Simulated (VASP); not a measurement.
# Si4Cl (P-43m) in VASP: reference runs, part 2 of 2

VASP 6.6.1. Earlier steps stand in the parts before.

### 3 Single point, PBE (atoms moved at random, drawn with an rms of 0.05 Å)

The input, INCAR:

```
PREC = Accurate
ENCUT = 520
EDIFF = 1E-7
ISMEAR = -1
SIGMA = 0.05
LREAL = F
LASPH = T
NELM = 60
ALGO = Normal
ISIF = 2
LWAVE = F
LCHARG = T
GGA = PE
LELF = T
LVHAR = T
NBANDS = 20
```

The input, KPOINTS:

```
regular mesh
0
Gamma
  6 6 6
```

The input, POSCAR:

```
Si4Cl
1.0
    4.6343700000      0.0000000000      0.0000000000
    0.0000000000      4.6343700000      0.0000000000
    0.0000000000      0.0000000000      4.6343700000
Si Cl
4 1
Direct
    0.2935240000      0.2973390000      0.3058200000
    0.6891410000      0.7112650000      0.2953900000
    0.6931530000      0.3015590000      0.7069870000
    0.3047610000      0.7004600000      0.6971170000
   -0.0066800000     -0.0016420000     -0.0023920000
```

Potentials or basis: VASP PAW PBE potentials, release 64 (Si, Cl).

Command:

```
> cat potpaw_PBE.64/Si/POTCAR potpaw_PBE.64/Cl/POTCAR > POTCAR
> mpirun -np 1 vasp_std > vasp.out
```

OUTCAR:

```text
PREC = Accurate
   ENCUT = 520
   EDIFF = 1E-7
   ISMEAR = -1
   LREAL = F
   LASPH = T
   NELM = 60
   ISIF = 2
   GGA = PE

 ion  position               nearest neighbor table
   1  0.294  0.297  0.306-   5 2.43   4 2.60   3 2.62   2 2.65
   2  0.689  0.711  0.295-   5 2.38   4 2.58   1 2.65   3 2.69
   3  0.693  0.302  0.707-   5 2.39   4 2.58   1 2.62   2 2.69
   4  0.305  0.700  0.697-   5 2.43   2 2.58   3 2.58   1 2.60
   5  0.993  0.998  0.998-   2 2.38   3 2.39   1 2.43   4 2.43

  LATTYP: Found a simple cubic cell.
 ALAT       =     4.6343700000

  Lattice vectors:

 A1 = (   4.6343700000,   0.0000000000,   0.0000000000)
 A2 = (   0.0000000000,   4.6343700000,   0.0000000000)
 A3 = (   0.0000000000,   0.0000000000,   4.6343700000)

Analysis of symmetry for initial positions (statically):
=====================================================================
 Subroutine PRICEL returns:
 Original cell was already a primitive cell.

 Routine SETGRP: Setting up the symmetry group for a
 simple cubic supercell.

 Subroutine GETGRP returns: Found  1 space group operations
 (whereof  1 operations were pure point group operations)
 out of a pool of 48 trial point group operations.

The static configuration has the point symmetry C_1 .

Analysis of symmetry for dynamics (positions and initial velocities):
=====================================================================
 Subroutine PRICEL returns:
 Original cell was already a primitive cell.

 Routine SETGRP: Setting up the symmetry group for a
 simple cubic supercell.

 Subroutine GETGRP returns: Found  1 space group operations
 (whereof  1 operations were pure point group operations)
 out of a pool of 48 trial point group operations.

The dynamic configuration has the point symmetry C_1 .

 Subroutine INISYM returns: Found  1 space group operations
 (whereof  1 operations are pure point group operations),
 and found     1 'primitive' translations

----------------------------------------------------------------------------------------

                                     Primitive cell

  volume of cell :      99.5342

  direct lattice vectors                    reciprocal lattice vectors
     4.634370000  0.000000000  0.000000000     0.215779060  0.000000000  0.000000000
     0.000000000  4.634370000  0.000000000     0.000000000  0.215779060  0.000000000
     0.000000000  0.000000000  4.634370000     0.000000000  0.000000000  0.215779060

  length of vectors
     4.634370000  4.634370000  4.634370000     0.215779060  0.215779060  0.215779060

  position of ions in fractional coordinates (direct lattice)
     0.293524000  0.297339000  0.305820000
     0.689141000  0.711265000  0.295390000
     0.693153000  0.301559000  0.706987000
     0.304761000  0.700460000  0.697117000
     0.993320000  0.998358000  0.997608000

  ion indices of the primitive-cell ions
   primitive index   ion index
                 1           1
                 2           2
                 3           3
                 4           4
                 5           5

----------------------------------------------------------------------------------------

 KPOINTS: regular mesh
[... 24 lines left out ...]
            Coordinates               Weight
  0.000000  0.000000  0.000000      1.000000
  0.166667  0.000000  0.000000      2.000000
  0.000000  0.166667  0.000000      2.000000
  0.000000  0.000000  0.166667      2.000000
  0.333333  0.000000  0.000000      2.000000
  0.000000  0.333333  0.000000      2.000000
[... 16 lines left out ...]
  0.000000 -0.333333  0.166667      2.000000
 -0.166667  0.000000  0.333333      2.000000
 [... further k-points ...]
   k-points           NKPTS =    112   k-points in BZ     NKDIM =    112   number of bands    NBANDS=     20
   number of dos      NEDOS =    301   number of ions     NIONS =      5
   total plane-waves  NPLWV =  46656
   dimension x,y,z NGX =    36 NGY =   36 NGZ =   36
   dimension x,y,z NGXF=    72 NGYF=   72 NGZF=   72
   ions per type =               4   1
   NGX,Y,Z   is equivalent  to a cutoff of  12.91, 12.91, 12.91 a.u.
   NGXF,Y,Z  is equivalent  to a cutoff of  25.83, 25.83, 25.83 a.u.
 SYSTEM =  unknown system
   PREC   = accura    normal or accurate (medium, high low for compatibility)
   ISTART =      0    job   : 0-new  1-cont  2-samecut
   ICHARG =      2    charge: 1-file 2-atom 10-const
   ISPIN  =      1    spin polarized calculation?
   LNONCOLLINEAR =      F non collinear calculations
   LSORBIT =      F    spin-orbit coupling
   LASPH  =      T    aspherical Exc in radial PAW
   ENCUT  =  520.0 eV  38.22 Ry    6.18 a.u.   8.62  8.62  8.62*2*pi/ulx,y,z
   NELM   =     60;   NELMIN=  2; NELMDL= -5     # of ELM steps
   EDIFF  = 0.1E-06   stopping-criterion for ELM
   LREAL  =      F    real-space projection
   EDIFFG = 0.1E-05   stopping-criterion for IOM
   NSW    =      0    number of steps for IOM
   IBRION =     -1    ionic relax: 0-MD 1-quasi-New 2-CG
   NFREE  =      0    steps in history (QN), initial steepest desc. (CG)
   ISIF   =      2    stress and relaxation
   ISYM   =      2    0-nonsym 1-usesym 2-fastsym
   POTIM  = 0.5000    time-step for ionic-motion
   TEBEG  =    0.0;   TEEND  =   0.0 temperature during run
   PSTRESS=    0.0 pullay stress
   NELECT =      23.0000    total number of electrons
   NUPDOWN=      -1.0000    fix difference up-down
   EMIN   =  10.00;   EMAX   =-10.00  energy-range for DOS
   EFERMI =   0.00;   METHOD = LEGACY
   ISMEAR =    -1;   SIGMA  =   0.05  broadening in eV -4-tet -1-fermi 0-gaus
   EFERMI_NEDOS =   21; number of points for ismear=-14 and -15
   IALGO  =     38    algorithm
   IMIX   =      4    mixing-type and parameters
     AMIX     =   0.40;   BMIX     =  1.00
     AMIX_MAG =   1.60;   BMIX_MAG =  1.00
  volume/ion in A,a.u.               =      19.91       134.34
  Fermi-wavevector in a.u.,A,eV,Ry     =   1.004601  1.898420 13.731302  1.009222
  Thomas-Fermi vector in A             =   2.137227
   LORBIT       =      0    0 simple, 1 ext, 2 COOP (PROOUT), +10 PAW based schemes
   GGA     = PE    functional components
   LHFCALC =     F    Hartree Fock is set to
   AEXX    =    0.0000 exact exchange contribution
   IVDW    =     0    specifies the selected vdW correction
   LEPSILON=     F    determine dielectric tensor
   LRPA    =     F    only Hartree local field effects (RPA)
 non-spin polarized calculation
  energy-cutoff  :      520.00
  volume of cell :       99.53
 maximum number of plane-waves:      2730
 NGX is ok and might be reduce to    36
   NGX = 17   NGY = 17   NGZ = 17

 number of electron      22.9999999 magnetization

 Free energy of the ion-electron system (eV)
  ---------------------------------------------------
  ext. energy  EPLUGINS =         0.00000000
  ---------------------------------------------------
  free energy    TOTEN  =       -18.75481137 eV

  energy without entropy =      -18.73295653  energy(sigma->0) =      -18.74388395

 E-fermi :   6.0273     XC(G=0):  -9.7940

 val. band max:        6.0257592970   @ k =   0.3333  -0.1667   0.1667
 cond. band min:       6.0396909697   @ k =   0.3333   0.5000   0.1667
 fundamental gap:      0.0139316727
 Fermi energy:         6.0273256277

 k-point     1 :       0.0000    0.0000    0.0000
  band No.  band energies     occupation
      1     -11.7349      2.00000
      2      -4.7560      2.00000
      3      -1.5560      2.00000
      4      -1.4887      2.00000
      5      -1.3737      2.00000
      6       2.6148      2.00000
[... 541 lines left out ...]
     19      11.1992      0.00000
     20      12.0222      0.00000

 [... further k-points ...]

------------------------ aborting loop because EDIFF is reached ----------------------------------------

  FORCE on cell =-STRESS in cart. coord.  units (eV):
  Direction    XX          YY          ZZ          XY          YZ          ZX
  --------------------------------------------------------------------------------------
  -------------------------------------------------------------------------------------
  Total       -0.0131872     -0.3790308     -0.2305718     -0.0114206     -0.0099378     -0.0179593
  in kB       -0.2122705     -6.1011682     -3.7114582     -0.1838341     -0.1599669     -0.2890871
  external PRESSURE =      -3.3416323 kB  Pullay stress =       0.0000000 kB

 VOLUME and BASIS-vectors are now :
 -----------------------------------------------------------------------------
  energy-cutoff  :      520.00
  volume of cell :       99.53
      direct lattice vectors                 reciprocal lattice vectors
     4.634370000  0.000000000  0.000000000     0.215779060  0.000000000  0.000000000
     0.000000000  4.634370000  0.000000000     0.000000000  0.215779060  0.000000000
     0.000000000  0.000000000  4.634370000     0.000000000  0.000000000  0.215779060

 POSITION                                       TOTAL-FORCE (eV/Angst)
 -----------------------------------------------------------------------------------
      1.36030      1.37798      1.41728         0.297493      0.207116      0.324202
      3.19373      3.29627      1.36895        -0.325867     -0.378000      0.194279
      3.21233      1.39754      3.27644        -0.161944      0.335071     -0.336941
      1.41238      3.24619      3.23070         0.187536     -0.139133     -0.156004
      4.60341      4.62676      4.62328         0.002783     -0.025053     -0.025536
 -----------------------------------------------------------------------------------
    total drift:                                0.000019      0.000070      0.000112

  FREE ENERGIE OF THE ION-ELECTRON SYSTEM (eV)
  ---------------------------------------------------
  free  energy   TOTEN  =       -18.7548113662 eV

  energy  without entropy=      -18.7329565311  energy(sigma->0) =      -18.74388395
```

OSZICAR:

```text
N       E                     dE             d eps       ncg     rms          rms(c)
DAV:   1     0.593045856469E+02    0.59305E+02   -0.88026E+03  4480   0.925E+02
DAV:   2    -0.141480147893E+02   -0.73453E+02   -0.70619E+02  5816   0.144E+02
DAV:   3    -0.190389447982E+02   -0.48909E+01   -0.48102E+01  5740   0.340E+01
DAV:   4    -0.191030146766E+02   -0.64070E-01   -0.63981E-01  5444   0.473E+00
DAV:   5    -0.191038761132E+02   -0.86144E-03   -0.86137E-03  5624   0.551E-01    0.137E+01
DAV:   6    -0.187783265448E+02    0.32555E+00   -0.57723E-01  5532   0.369E+00    0.831E+00
DAV:   7    -0.187587593437E+02    0.19567E-01   -0.25634E-01  5444   0.208E+00    0.258E+00
DAV:   8    -0.187551590293E+02    0.36003E-02   -0.39817E-02  5124   0.105E+00    0.450E-01
DAV:   9    -0.187547646581E+02    0.39437E-03   -0.29419E-03  5228   0.362E-01    0.130E-01
DAV:  10    -0.187547994812E+02   -0.34823E-04   -0.65808E-04  5220   0.128E-01    0.143E-01
DAV:  11    -0.187548105756E+02   -0.11094E-04   -0.49342E-05  5852   0.432E-02    0.400E-02
DAV:  12    -0.187548112676E+02   -0.69193E-06   -0.24123E-05  5072   0.256E-02    0.104E-02
DAV:  13    -0.187548118128E+02   -0.54522E-06   -0.13544E-06  5316   0.711E-03    0.892E-03
DAV:  14    -0.187548113940E+02    0.41878E-06   -0.28062E-07  3888   0.308E-03    0.415E-03
DAV:  15    -0.187548113662E+02    0.27831E-07   -0.80508E-08  2644   0.146E-03
   1 F= -.18754811E+02 E0= -.18743884E+02  d E =-.218548E-01
```

Wall time 2.3 min (1 thread of Intel Xeon Platinum 8559C (Emerald Rapids), shared host); peak memory 0.31 GiB.

What came out:

| Item | Value |
| --- | --- |
| Free energy | -18.7548 eV |
| Pressure | -0.3 GPa |
| Largest force | 0.536 eV/Å |
| Band gap on the k mesh | none (metal or under the smearing width) |

Forces on the atoms (eV/Å):
```
Si   0.297  0.207  0.324
Si  -0.326 -0.378  0.194
Si  -0.162  0.335 -0.337
Si   0.188 -0.139 -0.156
Cl   0.003 -0.025 -0.026
```

Caveat: an odd number of electrons without spin polarisation forces a metal; a magnetic or distorted state may lie lower.
